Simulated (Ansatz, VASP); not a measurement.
# Zn (Zinc) in two plane-wave programs, part 2 of 2

Aim: how closely do two programs agree when they are given the same cell, functional and k mesh? The cell is taken from a series of runs on this material, whose earlier steps may have relaxed, scaled, displaced or heated it; both programs get it as it stands.

VASP 6.6.1 and Ansatz 0.2.0.

So far: Set-up; VASP: zone-centre phonons, PBEsol, pair 1; Ansatz: zone-centre phonons, PBEsol, pair 1; Side by side.

## (5) Ansatz: zone-centre phonons, PBEsol, pair 2

Level of this step: Ansatz beside VASP: Kohn-Sham DFT, plane waves, PBEsol (Ansatz).

Second derivatives magnify differences that forces hide, and they need a tight electronic threshold. The cell compared in this pair holds 26.80 Å³, against 26.23 Å³ for the pair before.

The cell is taken from a series of runs on this material, whose earlier steps may have relaxed, scaled, displaced or heated it; both programs get it as it stands.

File input.yaml:

```yaml
crystal:
  lattice:
    - [2.5736232712, 0.0, 0.0]
    - [-1.2868116356, 2.2288231326, 0.0]
    - [0.0, 0.0, 4.6726621315]
  atoms:
    - { symbol: Zn, position: [0.3333333333, 0.6666666667, 0.25] }
    - { symbol: Zn, position: [0.6666666667, 0.3333333333, 0.75] }
kpoints:
  mp_grid: { grid: [18, 18, 8] }
hamiltonian:
  xc: pbesol
  pseudopotentials: { kind: paw, azcp: { folder: soft_1 }, xc_functional: pbe }
scf:
  occupations: { method: methfessel_paxton, width: 0.2 }
output:
  eigenvalues: true
phonons:
  method: dfpt
```

Launch:

```
$ ansatz run input.yaml --threads 4 --pin off --max-ram 10240MiB --backend cpu --events-out ev --progress --plain --runs-dir out
```

Numbers of over 12 decimals in the logs are rounded to 6 here.

What it wrote:

```text
[...]
Crystal: 2 atoms, lattice volume = 26.803 Å³
Basis set: ecut = 420 eV, 513 PW (Γ), exchange–correlation on 36×36×64 points (8 copies of the dense FFT grid, shifted against one another)
Bands: 16, of which v1, the nominal top of the filled ones, is band 12 counted from 1 (11 counted from 0)
Symmetry: 24 space group operations
k-points: 455 of 2592 (irreducible under 4 space group operations, time reversal used)
[...]
k-point 1: bands = [... 8 lower, 5.3145, 5.5850, 5.5850, 7.5737, 11.4795, 26.4834, 31.4576, 31.4576]
  k-point 2: bands = [... 8 lower, 5.3585, 5.5630, 5.5630, 6.2667, 13.5155, 23.6960, 31.7809, 31.7809]
  k-point 454: bands = [... 8 lower, 5.6631, 5.6631, 9.8687, 9.8687, 16.9692, 16.9692, 18.6237, 18.6237]
[...]
ASR residual: 3.193e-5 → 0.000e0 eV/Å²; symmetrization residual: 1.291e-13 eV/Å²
  ASR residual per site (eV/Å²): 3.19e-5 3.19e-5
  Γ frequencies (cm⁻¹): 0.00 0.00 0.00 87.24 87.24 181.59
[...]
[key lines of the parts left out:]
SCF converged after 8 iterations
Free energy (F): -6561.789721 eV
Fermi energy:    12.943709 eV
```

## (6) VASP: zone-centre phonons, PBEsol, pair 2

The same cell, functional, mesh and smearing now go to VASP, with its own data sets.

File INCAR:

```
SYSTEM = Zn
PREC = Accurate
ENCUT = 500
EDIFF = 1E-08
NELM = 120
ISMEAR = 1
SIGMA = 0.2
LREAL = .FALSE.
ALGO = Normal
GGA = PS
NBANDS = 18
LORBIT = 11
LWAVE = .FALSE.
LCHARG = .FALSE.
ISIF = 2
IBRION = 8
LASPH = .TRUE.
GGA_COMPAT = .FALSE.
KPAR = 2
```

File POSCAR:

```
Zn
1.0
    2.5736232712      0.0000000000      0.0000000000
   -1.2868116356      2.2288231326      0.0000000000
    0.0000000000      0.0000000000      4.6726621315
Zn
2
Direct
    0.3333333333      0.6666666667      0.2500000000
    0.6666666667      0.3333333333      0.7500000000
```

File KPOINTS:

```
Automatic mesh
0
Gamma
18 18 8
0 0 0
```

Potentials, in the order of the species: Zn (PBE family, release 64).

Launch:

```
$ mpirun -np 2 vasp_std
```

What it wrote:

```text
[banner, memory and clock lines left out]
running    2 mpi-ranks, on    1 nodes
[...]
[... a notice as in an earlier step ...]

 LDA part: xc-table for (Slater+PW92), standard interpolation
 POSCAR, INCAR and KPOINTS ok, starting setup
[...]
entering main loop
       N       E                     dE             d eps       ncg     rms          rms(c)
DAV:   1     0.103669582013E+03    0.10367E+03   -0.12271E+04  6956   0.213E+03
DAV:   2     0.468458094278E+00   -0.10320E+03   -0.10005E+03  6672   0.294E+02
DAV:   3    -0.349424964817E+01   -0.39627E+01   -0.39479E+01  7518   0.664E+01
DAV:   4    -0.351293897392E+01   -0.18689E-01   -0.18685E-01  7372   0.457E+00
[...]
DAV:  12    -0.314070270350E+01    0.29637E-06   -0.80715E-09  4588   0.204E-03    0.604E-04
DAV:  13    -0.314070272160E+01   -0.18108E-07   -0.10000E-08  3670   0.185E-03    0.507E-05
DAV:  14    -0.314070272178E+01   -0.17235E-09   -0.20327E-09  3578   0.389E-04
   1 F= -.31407027E+01 E0= -.31407431E+01  d E =0.121122E-03
[...]
RMM:   9    -0.198781934725E+00    0.13715E-06    0.70474E-11 54269   0.471E-05    0.169E-06
RMM:  10    -0.198781953590E+00   -0.18866E-07    0.66405E-10 45714   0.306E-05    0.404E-07
RMM:  11    -0.198781959272E+00   -0.56819E-08   -0.44321E-10 34223   0.269E-05    0.189E-07
 first order change of Fermi-energy  -0.14931E-04
 force on displaced ion       1 direction 1 :  -0.882  -0.000   0.000
 Linear response progress:
  Degree of freedom:   2/  2
       N       E                     dE             d eps       ncg     rms          rms(c)
RMM:   1    -0.225379908195E+00   -0.22538E+00   -0.43667E-03 13449   0.209E+00
RMM:   2    -0.221742010036E+00    0.36379E-02   -0.24443E-03 13386   0.593E-01    0.583E-02
RMM:   3    -0.221651896677E+00    0.90113E-04   -0.22021E-04 17026   0.825E-02    0.335E-02
RMM:   4    -0.221577695051E+00    0.74202E-04   -0.14337E-04 16982   0.374E-02    0.489E-03
[...]
RMM:  10    -0.221561384443E+00   -0.36249E-07   -0.15088E-07 17617   0.359E-05    0.121E-06
RMM:  11    -0.221561373920E+00    0.10523E-07   -0.57334E-08 12716   0.254E-05    0.504E-07
RMM:  12    -0.221561372329E+00    0.15908E-08   -0.29130E-08 10386   0.237E-05    0.768E-08
 first order change of Fermi-energy  -0.76830E-05
 force on displaced ion       1 direction 3 :  -0.000   0.000  -4.003
 Linear response finished
```

Parts of OUTCAR (step 6):

```text
  Total        1.0362949      1.0362949      0.9914743      0.0000000     -0.0000000      0.0000000
  in kB       61.9453886     61.9453886     59.2661986      0.0000000     -0.0000000      0.0000000
  external PRESSURE =      61.0523253 kB  Pullay stress =       0.0000000 kB

 POSITION                                       TOTAL-FORCE (eV/Angst)
 -----------------------------------------------------------------------------------
     -0.00000      1.48588      1.16817        -0.000000      0.000000      0.000000
      1.28681      0.74294      3.50450         0.000000     -0.000000      0.000000
 -----------------------------------------------------------------------------------
    total drift:                               -0.000000      0.000000      0.000000

[... 1 part as in an earlier step ...]

[... 1 further part left out ...]
```

## (7) Differences

The two programs side by side:

```tsv
quantity	Ansatz	VASP	difference
optical mode 1 to 2 (cm⁻¹)	87.2	85.7	+1.85 %
optical mode 3 (cm⁻¹)	181.6	182.5	-0.48 %
```

Modes are paired by rising frequency, not by their patterns, so a pair may set unlike modes beside each other; they are those without the splitting of longitudinal modes.

## (8) Summary of results

```json
{
 "r.m.s. difference of the optical zone-centre modes, each program's sorted by frequency (zone-centre phonons, PBEsol, pair 1)": "0.96 cm⁻¹",
 "difference in optical mode 3 (zone-centre phonons, PBEsol, pair 1)": "-0.8 %",
 "r.m.s. difference of the optical zone-centre modes, each program's sorted by frequency (zone-centre phonons, PBEsol, pair 2)": "1.4 cm⁻¹",
 "difference in optical mode 1 to 2 (zone-centre phonons, PBEsol, pair 2)": "+1.8 %"
}
```

**Reading.** The r.m.s. difference of the optical zone-centre modes, each program's sorted by frequency is 0.96 cm⁻¹ (zone-centre phonons, PBEsol, pair 1). Among the rows given in per cent, the largest difference of the zone-centre phonons, PBEsol, pair 1 pair is in optical mode 3, -0.8 %. Among the rows given in per cent, the largest difference of the zone-centre phonons, PBEsol, pair 2 pair is in optical mode 1 to 2, +1.8 %. Such differences can come from data sets, numerical settings and the points named under the comparisons, not from the functional's error against experiment.

[Lines on the potential files, build, host, timing and source positions are cut from VASP's logs without a mark.]

[Logs are printed without paths, hosts, clocks, repeated set-up lines and the standing remarks that a program may print on its own settings, such as how far it seeks lower states.]

[Hosts, paths, dates, database ids (printed as entryN), source tags and the programs' standing remarks are cut or masked in the printed files.]
